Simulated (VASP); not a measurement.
Output of a VASP run:

OUTCAR:
```
 ion  position               nearest neighbor table
   1  0.000  0.000  0.000-   2 2.35   2 2.35   2 2.35   2 2.35   2 2.35   2 2.35
   2  0.500  0.500  0.500-   1 2.35   1 2.35   1 2.35   1 2.35   1 2.35   1 2.35
  LATTYP: Found a face centered cubic cell.
 ALAT       =     4.7000000000
 Subroutine PRICEL returns:
 Original cell was already a primitive cell.
 Subroutine GETGRP returns: Found 48 space group operations
The static configuration has the point symmetry O_h .
The dynamic configuration has the point symmetry O_h .
The overall configuration has the point symmetry O_h .
 Subroutine INISYM returns: Found 48 space group operations
 Subroutine IBZKPT returns following result:
 Found     47 irreducible k-points:

 Following reciprocal coordinates:
            Coordinates               Weight
  0.000000  0.000000  0.000000      1.000000
  0.100000  0.000000  0.000000      8.000000
  0.200000  0.000000  0.000000      8.000000
  0.300000  0.000000  0.000000      8.000000
  0.400000  0.000000  0.000000      8.000000
  0.500000  0.000000  0.000000      4.000000
  0.100000  0.100000  0.000000      6.000000
  0.200000  0.100000  0.000000     24.000000
  0.300000  0.100000  0.000000     24.000000
  0.400000  0.100000  0.000000     24.000000
  0.500000  0.100000  0.000000     24.000000
 -0.400000  0.100000  0.000000     24.000000
 -0.300000  0.100000  0.000000     24.000000
 -0.200000  0.100000  0.000000     24.000000
 -0.100000  0.100000  0.000000     12.000000
  0.200000  0.200000  0.000000      6.000000
  0.300000  0.200000  0.000000     24.000000
  0.400000  0.200000  0.000000     24.000000
  0.500000  0.200000  0.000000     24.000000
 -0.400000  0.200000  0.000000     24.000000
 -0.300000  0.200000  0.000000     24.000000
 -0.200000  0.200000  0.000000     12.000000
  0.300000  0.300000  0.000000      6.000000
  0.400000  0.300000  0.000000     24.000000
  0.500000  0.300000  0.000000     24.000000
 -0.400000  0.300000  0.000000     24.000000
 -0.300000  0.300000  0.000000     12.000000
  0.400000  0.400000  0.000000      6.000000
  0.500000  0.400000  0.000000     24.000000
 -0.400000  0.400000  0.000000     12.000000
  0.500000  0.500000  0.000000      3.000000
  0.300000  0.200000  0.100000     24.000000
  0.400000  0.200000  0.100000     48.000000
  0.500000  0.200000  0.100000     48.000000
 -0.400000  0.200000  0.100000     24.000000
  0.400000  0.300000  0.100000     24.000000
  0.500000  0.300000  0.100000     48.000000
 -0.400000  0.300000  0.100000     48.000000
 -0.300000  0.300000  0.100000     48.000000
 -0.200000  0.300000  0.100000     24.000000
   k-points           NKPTS =     47   k-points in BZ     NKDIM =     47   number of bands    NBANDS=     24
   number of dos      NEDOS =    301   number of ions     NIONS =      2
   total plane-waves  NPLWV =  13824
   dimension x,y,z NGX =    24 NGY =   24 NGZ =   24
   dimension x,y,z NGXF=    48 NGYF=   48 NGZF=   48
   ions per type =               1   1
   PREC   = accura    normal or accurate (medium, high low for compatibility)
   ISTART =      0    job   : 0-new  1-cont  2-samecut
   ICHARG =      2    charge: 1-file 2-atom 10-const
   ISPIN  =      1    spin polarized calculation?
   LNONCOLLINEAR =      T non collinear calculations
   LSORBIT =      T    spin-orbit coupling
   INIWAV =      1    electr: 0-lowe 1-rand  2-diag
   ENCUT  =  400.0 eV  29.40 Ry    5.42 a.u.   5.42  5.42  5.42*2*pi/ulx,y,z
   NELM   =    100;   NELMIN=  2; NELMDL= -5     # of ELM steps
   EDIFF  = 0.1E-05   stopping-criterion for ELM
   LREAL  =      F    real-space projection
   NLSPLINE    = F    spline interpolate recip. space projectors
   LMAXMIX     =    4 max onsite mixed and CHGCAR
   VOSKOWN=      0    Vosko Wilk Nusair interpolation
   EDIFFG = 0.1E-04   stopping-criterion for IOM
   NSW    =      0    number of steps for IOM
   NBLOCK =      1;   KBLOCK =      1    inner block; outer block
...
```

OSZICAR:
```
       N       E                     dE             d eps       ncg     rms          rms(c)
DAV:   1     0.105374353083E+03    0.10537E+03   -0.73778E+03  2256   0.110E+03
DAV:   2    -0.161157777888E+02   -0.12149E+03   -0.11474E+03  2784   0.331E+02
DAV:   3    -0.236411543279E+02   -0.75254E+01   -0.74383E+01  4040   0.672E+01
DAV:   4    -0.238488142042E+02   -0.20766E+00   -0.20753E+00  2728   0.995E+00
DAV:   5    -0.238542867167E+02   -0.54725E-02   -0.54722E-02  3544   0.129E+00    0.216E+01
DAV:   6    -0.207610211736E+02    0.30933E+01   -0.14352E+01  2520   0.269E+01    0.844E+00
DAV:   7    -0.206697415161E+02    0.91280E-01   -0.96081E-01  3208   0.675E+00    0.605E+00
DAV:   8    -0.206527884313E+02    0.16953E-01   -0.13763E-01  2464   0.310E+00    0.610E-01
DAV:   9    -0.206493115456E+02    0.34769E-02   -0.21990E-02  3192   0.839E-01    0.347E-01
DAV:  10    -0.206494449460E+02   -0.13340E-03   -0.16041E-03  2576   0.440E-01    0.164E-01
DAV:  11    -0.206494345407E+02    0.10405E-04   -0.14540E-04  3120   0.108E-01    0.419E-02
DAV:  12    -0.206494308426E+02    0.36981E-05   -0.13638E-05  2504   0.346E-02    0.125E-02
DAV:  13    -0.206494282149E+02    0.26277E-05   -0.87033E-07  1736   0.995E-03    0.964E-04
DAV:  14    -0.206494281932E+02    0.21687E-07   -0.14505E-07  1288   0.432E-03
   1 F= -.20649428E+02 E0= -.20638648E+02  d E =-.215612E-01  mag=     0.0000     0.0000    -0.0000
```

**OUTCAR**
```
------------------------ aborting loop because EDIFF is reached ----------------------------------------
  FORCE on cell =-STRESS in cart. coord.  units (eV):
  Direction    XX          YY          ZZ          XY          YZ          ZX
  --------------------------------------------------------------------------------------
  Total       -0.8244497     -0.8244497     -0.8244497      0.0000000      0.0000000      0.0000000
  in kB      -50.8910240    -50.8910240    -50.8910240      0.0000000      0.0000000      0.0000000
  external PRESSURE =     -50.8910240 kB  Pullay stress =       0.0000000 kB
  volume of cell :       25.96
      direct lattice vectors                 reciprocal lattice vectors
     0.000000000  2.350000000  2.350000000    -0.212765957  0.212765957  0.212765957
     2.350000000  0.000000000  2.350000000     0.212765957 -0.212765957  0.212765957
     2.350000000  2.350000000  0.000000000     0.212765957  0.212765957 -0.212765957
 POSITION                                       TOTAL-FORCE (eV/Angst)
 -----------------------------------------------------------------------------------
      0.00000      0.00000      0.00000         0.000000     -0.000000     -0.000000
      2.35000      2.35000      2.35000        -0.000000      0.000000      0.000000
 -----------------------------------------------------------------------------------
    total drift:                                0.000000     -0.000000     -0.000000
  FREE ENERGIE OF THE ION-ELECTRON SYSTEM (eV)
  ---------------------------------------------------
  free  energy   TOTEN  =       -20.6494281932 eV

  energy  without entropy=      -20.6278669675  energy(sigma->0) =      -20.63864758

 total charge

# of ion       s       p       d       tot
------------------------------------------
    1        2.177   6.041   1.640   9.858
    2        0.883   1.464   0.000   2.347
--------------------------------------------------
tot          3.059   7.505   1.640  12.204

 magnetization (x)

# of ion       s       p       d       tot
------------------------------------------
    1        0.000   0.000   0.000   0.000
    2        0.000   0.000   0.000   0.000
--------------------------------------------------
tot          0.000   0.000   0.000   0.000

 magnetization (y)

# of ion       s       p       d       tot
------------------------------------------
    1        0.000   0.000   0.000   0.000
    2        0.000   0.000   0.000   0.000
--------------------------------------------------
tot          0.000   0.000   0.000   0.000

 magnetization (z)

# of ion       s       p       d       tot
------------------------------------------
    1        0.000   0.000   0.000   0.000
    2       -0.000   0.000   0.000   0.000
--------------------------------------------------
tot          0.000   0.000   0.000   0.000

 Ion:    1  E_soc:     -0.1389895

 Ion:    2  E_soc:     -0.0001027
```
(Selected blocks of OUTCAR.)

File POSCAR:
```
ZrC
1
    0.0000000000     2.3500000000     2.3500000000
    2.3500000000     0.0000000000     2.3500000000
    2.3500000000     2.3500000000     0.0000000000
Zr C
1 1
Direct
  0.0000000000   0.0000000000   0.0000000000
  0.5000000000   0.5000000000   0.5000000000
```

Task: Write an INCAR and KPOINTS that could have produced this output.

Result: Several could match; the one computed here: the input of the run itself, PBEsol GGA with spin-orbit coupling, plane waves, VASP's PBE PAW potentials (set 64).

**INCAR**
```
SYSTEM = ZrC
PREC = Accurate
ENCUT = 400
EDIFF = 1E-6
NELM = 100
ALGO = Normal
LREAL = .FALSE.
LASPH = .TRUE.
ISMEAR = -1
SIGMA = 0.136
GGA = PS
LMAXMIX = 4
LWAVE = .FALSE.
LCHARG = .FALSE.
ISIF = 2
LSORBIT = .TRUE.
LNONCOLLINEAR = .TRUE.
MAGMOM = 0.0 0.0 0.0 0.0 0.0 0.0
GGA_COMPAT = .FALSE.
LORBIT = 11
```

File KPOINTS:
```
Automatic
0
G
10 10 10
```

POTCAR, in this order: Zr_sv C (PBE.64 set). Program: vasp_ncl.

At this cut-off the stress carries a Pulay error, which pulls relaxed volumes low.

The structure is a typed ZrC crystal (Fm-3m). The cell was not relaxed at this level. The run is one of a series of settings (GGA_COMPAT = .FALSE., LNONCOLLINEAR = .TRUE., LSORBIT = .TRUE., MAGMOM = 0.0 0.0 0.0 0.0 0.0 0.0, program vasp_ncl against the base run), some of them coarse on purpose.
